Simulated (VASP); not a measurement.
Consider the following.

```yaml
crystal:
  lattice:
    - [3.57000, 0.00000, 0.00000]
    - [0.00000, 3.57000, 0.00000]
    - [0.00000, 0.00000, 3.57000]
  atoms:
    - { symbol: Al, position: [0.00000, 0.00000, 0.00000] }
    - { symbol: Ni, position: [0.00000, 0.50000, 0.50000], spin: 0.5 }
    - { symbol: Ni, position: [0.50000, 0.00000, 0.50000], spin: 0.5 }
    - { symbol: Ni, position: [0.50000, 0.50000, 0.00000], spin: 0.5 }
```

These are PBE GGA, VASP's PBE PAW potentials (set 64) (plane waves; VASP) values and carry that method's errors. Numerical set-up: 550 eV cut-off, 8×8×8 Γ-centred mesh, first-order Methfessel-Paxton smearing of 0.10 eV, potentials Al Ni.

Predict the cell moment, energy per atom (σ→0), band gap (on the k-mesh) with the smallest direct gap where there is one.

- band gap (on the k-mesh) = none (metal, semimetal or under 0.01 eV)
- cell moment = 0.76 μB
- energy per atom (σ→0) = -5473 meV/atom

Give the moment on each site (PAW-sphere projection).

| site | moment (μB) |
|---|---|
| Al1 | -0.01 |
| Ni2 | 0.27 |
| Ni3 | 0.27 |
| Ni4 | 0.27 |

Only differences to runs with the same potentials and settings are physical.

The compound is Ni3Al in the L1_2 structure. The cell was not relaxed at this level. The run is one of a series of settings (ENCUT = 550 against the base run), some of them coarse on purpose.
